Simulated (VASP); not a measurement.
# CoO: cell size against the level of theory

Which functional gives the lattice of CoO as experiment finds it, and is a dearer one worth its cost? The levels: LDA, PBEsol, PBE, r2SCAN, PBE + D3(BJ), r2SCAN + rVV10, PBEsol + D3(BJ) and PBE + TS. The start is a cell from a database of measured crystal structures.

Main program and level: VASP 6.6.1; LDA, spin-polarised from a ferromagnetic start (one magnetic atom a cell); plane waves and PAW (Co, O), in the first sound run; inputs show where later runs differ.

Experimental background.

For CoO, rock salt (bulk), “Strain driven monoclinic distortion of ultrathin CoO films in CoO/Pt(001) and exchange-coupled CoO/PtFe/Pt(001) systems” (2014, arxiv:1410.6833) quotes earlier work: lattice constant a (cubic a, paramagnetic phase) 4.261 Å [literature value quoted in the introduction; room-temperature paramagnetic phase].

## 1. Set-up

Before any relaxation, the start is as follows. It takes space group Fm-3m (No. 225, cubic). The conventional cell has a = 4.263 Å, b = 4.263 Å, c = 4.263 Å, α = 90.00°, β = 90.00°, γ = 90.00°. Nearest to Co lie 6 O at 2.13 Å. Nearest to O lie 6 Co at 2.13 Å. Farther neighbours and most contacts between anions are not listed.

As a file:

```cif
data_structure
_symmetry_space_group_name_H-M 'P 1'
_symmetry_Int_Tables_number 1
_cell_length_a 3.0144
_cell_length_b 3.0144
_cell_length_c 3.0144
_cell_angle_alpha 60.000
_cell_angle_beta 60.000
_cell_angle_gamma 60.000
_cell_volume 19.37
loop_
_atom_site_label
_atom_site_type_symbol
_atom_site_fract_x
_atom_site_fract_y
_atom_site_fract_z
_atom_site_occupancy
Co1 Co 0.00000 0.00000 0.00000 1
O2 O 0.50000 0.50000 0.50000 1
```

## 2. Relaxation with LDA

The start need not lie at this functional's minimum. ISIF = 3 frees volume, shape and positions, and EDIFFG sets the threshold on forces and stress at which the search stops. LDA, the lowest rung, knows the local density alone.

INCAR reads:

```
SYSTEM = CoO
PREC = Accurate
ENCUT = 560
EDIFF = 1E-06
NELM = 100
ISMEAR = -1
SIGMA = 0.05
LREAL = .FALSE.
ALGO = Normal
GGA = CA
NBANDS = 14
ISPIN = 2
MAGMOM = 2 0
LMAXMIX = 4
LORBIT = 11
LWAVE = .FALSE.
LCHARG = .FALSE.
KPAR = 2
IBRION = 2
NSW = 60
ISIF = 3
EDIFFG = -0.01
```

POSCAR reads:

```
CoO
1.0
    0.0000000000      2.1315000000      2.1315000000
    2.1315000000      0.0000000000      2.1315000000
    2.1315000000      2.1315000000      0.0000000000
Co O
1 1
Direct
    0.0000000000      0.0000000000      0.0000000000
    0.5000000000      0.5000000000      0.5000000000
```

KPOINTS reads:

```
Automatic mesh
0
Gamma
9 9 9
0 0 0
```

The projector-augmented-wave data sets are Co and O (PBE family, release 64).

Run with:

```
mpirun -np 2 vasp_std
```

Numbers of over 12 decimals in the logs are rounded to 6 here.

Log:

```text
[banner, memory and clock lines left out]
running    2 mpi-ranks, on    1 nodes
 distrk:  each k-point on    1 cores,    2 groups
 distr:  one band on    1 cores,    1 groups

 POSCAR found type information on POSCAR CoO
 POSCAR found :  2 types and       2 ions
|                                                                             |
|               ----> ADVICE to this user running VASP <----                  |
|                                                                             |
|     You enforced a specific xc type in the INCAR file but a different       |
|     [... a line on the potential file left out ...]
|     I HOPE YOU KNOW WHAT YOU ARE DOING!                                     |
|                                                                             |

 LDA part: xc-table for (Slater(with rela. corr.)+CA(PZ))
 , standard interpolation
 POSCAR, INCAR and KPOINTS ok, starting setup
 FFT: planning ... GRIDC
 FFT: planning ... GRID_SOFT
 FFT: planning ... GRID
 WAVECAR not read
 entering main loop
       N       E                     dE             d eps       ncg     rms          rms(c)
DAV:   1     0.830643718992E+02    0.83064E+02   -0.73076E+03  1968   0.130E+03
DAV:   2    -0.117376588472E+02   -0.94802E+02   -0.82829E+02  2170   0.263E+02
DAV:   3    -0.170730861201E+02   -0.53354E+01   -0.51620E+01  2218   0.702E+01
DAV:   4    -0.171407307116E+02   -0.67645E-01   -0.67598E-01  2228   0.762E+00
DAV:   5    -0.171426772299E+02   -0.19465E-02   -0.19465E-02  2328   0.133E+00    0.155E+01
DAV:   6    -0.163934792068E+02    0.74920E+00   -0.21610E+01  2088   0.784E+01    0.201E+01
DAV:   7    -0.148338200742E+02    0.15597E+01   -0.10154E+01  2100   0.637E+01    0.745E+00
DAV:   8    -0.147390462782E+02    0.94774E-01   -0.52615E-01  2496   0.118E+01    0.386E+00
DAV:   9    -0.147273250494E+02    0.11721E-01   -0.29491E-01  2758   0.101E+01    0.263E+00
DAV:  10    -0.147207570972E+02    0.65680E-02   -0.53443E-02  2770   0.462E+00    0.115E+00
DAV:  11    -0.147154433564E+02    0.53137E-02   -0.46703E-02  2702   0.396E+00    0.263E-01
DAV:  12    -0.147154563223E+02   -0.12966E-04   -0.33672E-03  2056   0.635E-01    0.117E-01
DAV:  13    -0.147153776161E+02    0.78706E-04   -0.28317E-04  2690   0.172E-01    0.728E-02
DAV:  14    -0.147153581452E+02    0.19471E-04   -0.41443E-05  2892   0.996E-02    0.184E-02
DAV:  15    -0.147153582683E+02   -0.12313E-06   -0.30793E-06  1918   0.281E-02
   1 F= -.14715358E+02 E0= -.14698841E+02  d E =-.147154E+02  mag=     2.7482
 curvature:   0.00 expect dE= 0.000E+00 dE for cont linesearch  0.000E+00
 trial: gam= 0.00000 g(F)=  0.498E-63 g(S)=  0.451E+00 ort = 0.000E+00 (trialstep = 0.100E+01)
 search vector abs. value=  0.451E+00
 bond charge predicted
       N       E                     dE             d eps       ncg     rms          rms(c)
DAV:   1    -0.185716911618E+02   -0.38563E+01   -0.57988E+01  2182   0.116E+02    0.165E+01
DAV:   2    -0.152807473082E+02    0.32909E+01   -0.77000E+00  2248   0.497E+01    0.711E+00
DAV:   3    -0.150785838558E+02    0.20216E+00   -0.14237E+00  2636   0.243E+01    0.590E+00
DAV:   4    -0.149284955937E+02    0.15009E+00   -0.26766E-01  2514   0.108E+01    0.154E+00
DAV:   5    -0.148883786903E+02    0.40117E-01   -0.53240E-02  2678   0.314E+00    0.574E-01
DAV:   6    -0.148878667718E+02    0.51192E-03   -0.36535E-03  2378   0.864E-01    0.264E-01
DAV:   7    -0.148877722720E+02    0.94500E-04   -0.53597E-04  2292   0.227E-01    0.126E-01
DAV:   8    -0.148877811646E+02   -0.88926E-05   -0.68728E-05  2334   0.115E-01    0.329E-02
DAV:   9    -0.148877795782E+02    0.15864E-05   -0.25696E-05  2352   0.620E-02    0.470E-02
DAV:  10    -0.148877769861E+02    0.25920E-05   -0.78904E-06  2112   0.511E-02    0.234E-02
DAV:  11    -0.148877762648E+02    0.72137E-06   -0.67838E-06  2158   0.389E-02
   2 F= -.14887776E+02 E0= -.14870752E+02  d E =-.172418E+00  mag=     1.6517
 trial-energy change:   -0.172418  1 .order   -0.141638   -0.450812    0.167537
 step:   0.7803(harm=  0.7291)  dis= 0.00000  next Energy=   -14.905857 (dE=-0.190E+00)
 bond charge predicted
       N       E                     dE             d eps       ncg     rms          rms(c)
DAV:   1    -0.150842724633E+02   -0.19650E+00   -0.30548E+00  2134   0.279E+01    0.335E+00
DAV:   2    -0.149294232189E+02    0.15485E+00   -0.38072E-01  2266   0.116E+01    0.164E+00
DAV:   3    -0.149180261451E+02    0.11397E-01   -0.82021E-02  2682   0.563E+00    0.123E+00
DAV:   4    -0.149096890787E+02    0.83371E-02   -0.17247E-02  2572   0.279E+00    0.302E-01
DAV:   5    -0.149079729333E+02    0.17161E-02   -0.24102E-03  2472   0.543E-01    0.141E-01
DAV:   6    -0.149079231649E+02    0.49768E-04   -0.71930E-05  2152   0.972E-02    0.552E-02
DAV:   7    -0.149079205876E+02    0.25773E-05   -0.26012E-05  2300   0.775E-02    0.259E-02
DAV:   8    -0.149079189718E+02    0.16158E-05   -0.10863E-05  2692   0.385E-02    0.105E-02
DAV:   9    -0.149079188611E+02    0.11073E-06   -0.55620E-07   996   0.107E-02
   3 F= -.14907919E+02 E0= -.14891932E+02  d E =-.192561E+00  mag=     1.9057
 curvature:  -0.35 expect dE=-0.849E-05 dE for cont linesearch -0.849E-05
 trial: gam=-0.00726 g(F)=  0.704E-60 g(S)=  0.241E-04 ort = 0.330E-02 (trialstep = 0.956E+00)
 search vector abs. value=  0.139E-08
 reached required accuracy - stopping structural energy minimisation
```

Wall time 31 s (2 MPI ranks of AMD EPYC 7R43, shared host); peak memory 0.23 GiB; 60 s of CPU time.

The logs omit lines about the potential files and the build; timing stands in the text.

OUTCAR, selected parts (step 2):

```text
ion  position               nearest neighbor table
   1  0.000  0.000  0.000-   2 2.13   2 2.13   2 2.13   2 2.13   2 2.13   2 2.13
   2  0.500  0.500  0.500-   1 2.13   1 2.13   1 2.13   1 2.13   1 2.13   1 2.13

  LATTYP: Found a face centered cubic cell.
 ALAT       =     4.2630000000

 Subroutine GETGRP returns: Found 48 space group operations
 (whereof 48 operations were pure point group operations)

The static configuration has the point symmetry O_h .

 Found     35 irreducible k-points:

   k-points           NKPTS =     35   k-points in BZ     NKDIM =     35   number of bands    NBANDS=     14

   dimension x,y,z NGX =    24 NGY =   24 NGZ =   24
   dimension x,y,z NGXF=    48 NGYF=   48 NGZF=   48

   ENCUT  =  560.0 eV  41.16 Ry    6.42 a.u.   5.82  5.82  5.82*2*pi/ulx,y,z

   NELECT =      15.0000    total number of electrons

 k-points in reciprocal lattice and weights: Automatic mesh
   0.00000000  0.00000000  0.00000000       0.001
   0.11111111  0.00000000  0.00000000       0.011
   0.22222222  0.00000000  0.00000000       0.011
   0.33333333  0.00000000  0.00000000       0.011
   0.44444444  0.00000000  0.00000000       0.011
   0.11111111  0.11111111  0.00000000       0.008
   0.22222222  0.11111111  0.00000000       0.033
   0.33333333  0.11111111  0.00000000       0.033
   0.44444444  0.11111111  0.00000000       0.033
[...]
-0.33333333  0.44444444  0.11111111       0.033
  -0.33333333  0.44444444  0.22222222       0.033

 average (electrostatic) potential at core
       1 -78.5469       2 -67.0693

 E-fermi :   9.6726

 spin component 1
 k-point     1 :       0.0000    0.0000    0.0000
  band No.  band energies     occupation
    ...
      5       6.8629      1.00000
      6       6.8629      1.00000
      7       6.8629      1.00000
      8       7.0159      1.00000
      9       7.0159      1.00000
     10      11.5254      0.00000
     11      26.7476      0.00000
     12      28.9257      0.00000
     13      28.9257      0.00000
     14      28.9257      0.00000

 k-point     2 :       0.1111    0.0000    0.0000
  band No.  band energies     occupation
    ...
      5       6.9928      1.00000
      6       6.9928      1.00000
      7       7.1918      1.00000
      8       7.8165      1.00000
      9       7.8165      1.00000
     10      12.2907      0.00000
     11      24.9846      0.00000
     12      28.5328      0.00000
     13      28.5328      0.00000
     14      29.8032      0.00000

 k-point     3 :       0.2222    0.0000    0.0000
  band No.  band energies     occupation
    ...
      5       7.2934      1.00000
      6       7.2934      1.00000
      7       7.5764      1.00000
      8       8.9841      1.00000
      9       8.9841      1.00000
     10      13.7651      0.00000
     11      22.4983      0.00000
     12      26.9658      0.00000
     13      26.9658      0.00000
     14      30.5974      0.00000

 k-point     4 :       0.3333    0.0000    0.0000
  band No.  band energies     occupation
    ...
      3       3.2340      1.00000
      4       3.2340      1.00000
      5       7.6537      1.00000
      6       7.6537      1.00000
      7       8.0133      1.00000
      8       9.9558      0.00346
      9       9.9558      0.00346
     10      14.8216      0.00000
     11      20.7705      0.00000
     12      25.1742      0.00000
    ...

 k-point     5 :       0.4444    0.0000    0.0000
  band No.  band energies     occupation
    ...
      3       2.8548      1.00000
      4       2.8548      1.00000
      5       7.9013      1.00000
      6       7.9013      1.00000
      7       8.3847      1.00000
      8      10.5174      0.00000
      9      10.5174      0.00000
     10      14.9746      0.00000
     11      20.2570      0.00000
     12      24.0915      0.00000
    ...

 k-point     6 :       0.1111    0.1111    0.0000
  band No.  band energies     occupation
    ...
      5       6.7055      1.00000
      6       7.0735      1.00000
      7       7.4280      1.00000
      8       7.4280      1.00000
      9       8.0845      1.00000
     10      12.6174      0.00000
     11      25.0811      0.00000
     12      27.8864      0.00000
     13      27.8864      0.00000
     14      29.3877      0.00000

  Total       -0.0182664     -0.0182664     -0.0182664      0.0000000      0.0000000      0.0000000
  in kB       -1.7456849     -1.7456849     -1.7456849      0.0000000      0.0000000      0.0000000
  external PRESSURE =      -1.7456849 kB  Pullay stress =       0.0000000 kB

  energy-cutoff  :      560.00
  volume of cell :       16.76
      direct lattice vectors                 reciprocal lattice vectors
     0.000000000  2.031369757  2.031369757    -0.246139334  0.246139334  0.246139334
     2.031369757  0.000000000  2.031369757     0.246139334 -0.246139334  0.246139334
     2.031369757  2.031369757  0.000000000     0.246139334  0.246139334 -0.246139334

 POSITION                                       TOTAL-FORCE (eV/Angst)
 -----------------------------------------------------------------------------------
      0.00000      0.00000      0.00000         0.000000      0.000000      0.000000
      2.03137      2.03137      2.03137        -0.000000     -0.000000     -0.000000
 -----------------------------------------------------------------------------------
    total drift:                                0.000000     -0.000000     -0.000000

  FREE ENERGIE OF THE ION-ELECTRON SYSTEM (eV)
  ---------------------------------------------------
  free  energy   TOTEN  =       -14.9079188611 eV

  energy  without entropy=      -14.8759451176  energy(sigma->0) =      -14.89193199

 reached required accuracy - stopping structural energy minimisation

 total charge
# of ion       s       p       d       tot
------------------------------------------
    1        0.334   0.453   7.362   8.149
    2        1.545   3.427   0.000   4.972
--------------------------------------------------
tot          1.878   3.880   7.362  13.121

 magnetization (x)
# of ion       s       p       d       tot
------------------------------------------
    1        0.018   0.015   1.692   1.726
    2        0.029   0.117   0.000   0.146
--------------------------------------------------
tot          0.047   0.132   1.692   1.872

[... 6 further parts left out ...]
```

CONTCAR:

```
CoO
   1.00000000000000
     0.0000000000000000    2.0313697568827198    2.0313697568827198
     2.0313697568827198    0.0000000000000000    2.0313697568827198
     2.0313697568827198    2.0313697568827198    0.0000000000000000
  Co              O
     1     1
Direct
     0.0000000000000000    0.0000000000000000    0.0000000000000000
     0.5000000000000000    0.5000000000000000    0.5000000000000000
```

The cell holds one magnetic atom, so no antiferromagnetic order fits into it. Experiment finds antiferromagnetic order in this phase (below 291 K, arxiv:2004.06613), so this ferromagnetic run describes another state. The k-mesh is coarse for a metal. The PAW data sets were made with PBE, though LDA sets exist; this is a small mismatch. After so large a change of volume the plane waves of the start cell no longer fit, so the final stress carries a basis-set error. Oxides and halides of Co are often magnetic insulators, and a metal at this level, without U or exact exchange, may be an artefact. The run keeps the 48 symmetry operations of its start, so it cannot find a distortion of lower symmetry.

Relaxation path:

```
step  energy less that of the first step (eV)  largest force (eV/Å)  pressure (GPa)  volume (Å³)
   1                                   0.0000                0.0000          -20.65        19.37
   2                                  -0.1724                0.0000            9.24        16.08
   3                                  -0.1926                0.0000           -0.17        16.76
```

```
conventional cell, symmetrised  before  after   change
                         a (Å)   4.263  4.063   -4.7 %
                         b (Å)   4.263  4.063   -4.7 %
                         c (Å)   4.263  4.063   -4.7 %
              volume (Å³/atom)    9.68   8.38  -13.4 %
```

The relaxed structure:

```cif
data_structure
_symmetry_space_group_name_H-M 'P 1'
_symmetry_Int_Tables_number 1
_cell_length_a 2.8728
_cell_length_b 2.8728
_cell_length_c 2.8728
_cell_angle_alpha 60.000
_cell_angle_beta 60.000
_cell_angle_gamma 60.000
_cell_volume 16.76
loop_
_atom_site_label
_atom_site_type_symbol
_atom_site_fract_x
_atom_site_fract_y
_atom_site_fract_z
_atom_site_occupancy
Co1 Co 0.00000 0.00000 0.00000 1
O2 O 0.50000 0.50000 0.50000 1
```

This step gave:

* electrons: 15
* bands: 14
* irreducible k-points: 35
* symmetry operations: 48
* free energy (TOTEN): -14.91 eV
* energy at zero smearing: -14.89 eV
* Fermi energy: 9.673 eV
* pressure: -0.1746 GPa
* moment of the cell, from the last line of the log: 1.906 μB
* metallic: yes
* SCF cycles over all ionic steps: 35

Spin moment in the PAW sphere by atom:

```csv
atom,spin moment in the PAW sphere (μB)
Co1,1.73
O2,0.15
```

It ends with forces that vanish by symmetry and a pressure of -0.17 GPa. The volume lies -13.4 % from that of the database's start, which holds the thermal and zero-point expansion of its experiment. That is far more than a functional's usual error. The conventional cell has a = 4.063 Å. The largest moment is 1.73 μB.

(Part 1 of 4 ends here.)

[Lines on the potential files, build, host, timing and source positions are cut from VASP's logs without a mark.]

[Logs are printed without paths, hosts, clocks, repeated set-up lines and the standing remarks that a program may print on its own settings, such as how far it seeks lower states.]

[Hosts, paths, dates, database ids (printed as entryN), source tags and the programs' standing remarks are cut or masked in the printed files.]

[Measured values are set beside computed ones only where the two were judged alike; some that the calculation misses by far are left out.]

[In band tables of VASP the shares of atoms and orbitals are scaled to a sum of 1 inside the atoms' spheres.]
